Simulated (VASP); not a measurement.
Output of a VASP run:

### OUTCAR
```
 ion  position               nearest neighbor table
   1  0.000  0.000  0.000-
  LATTYP: Found a body centered cubic cell.
 ALAT       =     6.3922255702
 Subroutine PRICEL returns:
 Original cell was already a primitive cell.
 Subroutine GETGRP returns: Found 48 space group operations
The static configuration has the point symmetry O_h .
The dynamic configuration has the point symmetry O_h .
 Subroutine INISYM returns: Found 48 space group operations
 Subroutine IBZKPT returns following result:
 Found     29 irreducible k-points:

 Following reciprocal coordinates:
            Coordinates               Weight
  0.000000  0.000000  0.000000      1.000000
  0.125000  0.000000  0.000000     12.000000
  0.250000  0.000000  0.000000     12.000000
  0.375000  0.000000  0.000000     12.000000
  0.500000  0.000000  0.000000      6.000000
  0.125000  0.125000  0.000000     24.000000
  0.250000  0.125000  0.000000     48.000000
  0.375000  0.125000  0.000000     48.000000
  0.250000  0.250000  0.000000     24.000000
  0.375000  0.250000 -0.000000     24.000000
  0.125000  0.125000  0.125000      8.000000
  0.250000  0.125000  0.125000     24.000000
  0.375000  0.125000  0.125000     12.000000
 -0.125000  0.125000  0.125000      6.000000
  0.250000  0.250000  0.125000     24.000000
 -0.250000  0.250000  0.125000     24.000000
 -0.375000  0.375000  0.125000     24.000000
 -0.250000  0.375000  0.125000     24.000000
  0.500000  0.500000  0.125000     12.000000
 -0.375000  0.500000  0.125000     48.000000
 -0.375000 -0.375000  0.125000      8.000000
  0.250000  0.250000  0.250000      2.000000
 -0.250000  0.250000  0.250000      6.000000
 -0.375000  0.375000  0.250000     24.000000
  0.500000  0.500000  0.250000     12.000000
 -0.375000  0.500000  0.250000     24.000000
 -0.375000  0.375000  0.375000      6.000000
  0.500000  0.500000  0.375000     12.000000
  0.500000  0.500000  0.500000      1.000000
   k-points           NKPTS =     29   k-points in BZ     NKDIM =     29   number of bands    NBANDS=      8
   number of dos      NEDOS =    301   number of ions     NIONS =      1
   total plane-waves  NPLWV =  64000
   dimension x,y,z NGX =    40 NGY =   40 NGZ =   40
   dimension x,y,z NGXF=    80 NGYF=   80 NGZF=   80
   ions per type =               1
   PREC   = accura    normal or accurate (medium, high low for compatibility)
   ISTART =      0    job   : 0-new  1-cont  2-samecut
   ICHARG =      2    charge: 1-file 2-atom 10-const
   ISPIN  =      1    spin polarized calculation?
   LNONCOLLINEAR =      F non collinear calculations
   LSORBIT =      F    spin-orbit coupling
   INIWAV =      1    electr: 0-lowe 1-rand  2-diag
   ENCUT  =  480.0 eV  35.28 Ry    5.94 a.u.   9.89  9.89  9.89*2*pi/ulx,y,z
   NELM   =    100;   NELMIN=  2; NELMDL= -5     # of ELM steps
   EDIFF  = 0.1E-06   stopping-criterion for ELM
   LREAL  =      F    real-space projection
   NLSPLINE    = F    spline interpolate recip. space projectors
   LMAXMIX     =    4 max onsite mixed and CHGCAR
   VOSKOWN=      0    Vosko Wilk Nusair interpolation
   EDIFFG = 0.1E-05   stopping-criterion for IOM
   NSW    =      0    number of steps for IOM
   NBLOCK =      1;   KBLOCK =      1    inner block; outer block
   IBRION =     -1    ionic relax: 0-MD 1-quasi-New 2-CG
   NFREE  =      0    steps in history (QN), initial steepest desc. (CG)
   ISIF   =      2    stress and relaxation
   ISYM   =      2    0-nonsym 1-usesym 2-fastsym
   TEIN   =    0.0    initial temperature
   TEBEG  =    0.0;   TEEND  =   0.0 temperature during run
   SMASS  =  -3.00    Nose mass-parameter (am)
   PSTRESS=    0.0 pullay stress
   NELECT =       9.0000    total number of electrons
   EFERMI =   0.00;   METHOD = LEGACY
   ISMEAR =     1;   SIGMA  =   0.10  broadening in eV -4-tet -1-fermi 0-gaus
   IALGO  =     38    algorithm
   LDIAG  =      T    sub-space diagonalisation (order eigenvalues)
...
```

File OSZICAR:
```
       N       E                     dE             d eps       ncg     rms          rms(c)
DAV:   1     0.548215747244E+02    0.54822E+02   -0.27676E+03   464   0.718E+02
DAV:   2     0.352714010480E+01   -0.51294E+02   -0.50803E+02   648   0.119E+02
DAV:   3    -0.773436377218E+00   -0.43006E+01   -0.43008E+01   464   0.440E+01
DAV:   4    -0.834365896651E+00   -0.60930E-01   -0.60922E-01   840   0.618E+00
DAV:   5    -0.834401175571E+00   -0.35279E-04   -0.35279E-04   656   0.101E-01    0.130E-01
DAV:   6    -0.835524471064E+00   -0.11233E-02   -0.12462E-03   752   0.205E-01    0.930E-02
DAV:   7    -0.836962815710E+00   -0.14383E-02   -0.41038E-03   568   0.388E-01    0.327E-02
DAV:   8    -0.837027170508E+00   -0.64355E-04   -0.12213E-04   720   0.824E-02    0.448E-03
DAV:   9    -0.837028878644E+00   -0.17081E-05   -0.33988E-06   816   0.112E-02    0.279E-03
DAV:  10    -0.837028493132E+00    0.38551E-06   -0.11049E-06   656   0.556E-03    0.465E-04
DAV:  11    -0.837028564029E+00   -0.70897E-07   -0.38631E-08   640   0.129E-03
   1 F= -.83702856E+00 E0= -.83617734E+00  d E =-.255367E-02
```

File OUTCAR:
```
------------------------ aborting loop because EDIFF is reached ----------------------------------------
  FORCE on cell =-STRESS in cart. coord.  units (eV):
  Direction    XX          YY          ZZ          XY          YZ          ZX
  --------------------------------------------------------------------------------------
  Total       -0.1453938     -0.1453938     -0.1453938      0.0000000      0.0000000      0.0000000
  in kB       -1.7837350     -1.7837350     -1.7837350      0.0000000      0.0000000      0.0000000
  external PRESSURE =      -1.7837350 kB  Pullay stress =       0.0000000 kB
  volume of cell :      130.59
      direct lattice vectors                 reciprocal lattice vectors
    -3.196112785  3.196112785  3.196112785     0.000000000  0.156440036  0.156440036
     3.196112785 -3.196112785  3.196112785     0.156440036  0.000000000  0.156440036
     3.196112785  3.196112785 -3.196112785     0.156440036  0.156440036  0.000000000
 POSITION                                       TOTAL-FORCE (eV/Angst)
 -----------------------------------------------------------------------------------
      0.00000      0.00000      0.00000         0.000000     -0.000000      0.000000
 -----------------------------------------------------------------------------------
    total drift:                               -0.000000      0.000000     -0.000000
  FREE ENERGIE OF THE ION-ELECTRON SYSTEM (eV)
  ---------------------------------------------------
  free  energy   TOTEN  =        -0.8370285640 eV

  energy  without entropy=       -0.8344748957  energy(sigma->0) =       -0.83617734
```
(Selected blocks of OUTCAR.)

**POSCAR**
```
Cs
1
   -3.1961127851     3.1961127851     3.1961127851
    3.1961127851    -3.1961127851     3.1961127851
    3.1961127851     3.1961127851    -3.1961127851
Cs
1
Direct
  0.0000000000   0.0000000000   0.0000000000
```

Question: Write an INCAR and KPOINTS that could have produced this output.

Answer: One answer among several that fit: the input of the run itself, PBE GGA, plane waves, VASP's PBE PAW potentials (set 64).

**INCAR**
```
ENCUT = 480   ! plane-wave cut-off (eV)
ISMEAR = 1   ! Methfessel-Paxton
LWAVE = .FALSE.
ALGO = Normal   ! blocked Davidson
LASPH = .TRUE.   ! aspherical one-centre terms
LCHARG = .FALSE.
LREAL = .FALSE.   ! projection in real space or not
SYSTEM = Cs
PREC = Accurate
EDIFF = 1E-7   ! SCF stop (eV)
NELM = 100   ! most electronic steps
SIGMA = 0.1   ! width (eV)
LMAXMIX = 4   ! l cut-off of mixed one-centre charges
ISIF = 2   ! forces and stress, cell fixed
GGA = PE
```

KPOINTS:
```
Automatic
0
G
 8 8 8
0 0 0
```

POTCAR, in this order: Cs_sv (PBE.64 set). Program: vasp_std.

The compound is Cs in the bcc structure. This cell was strained or had an atom moved on purpose.
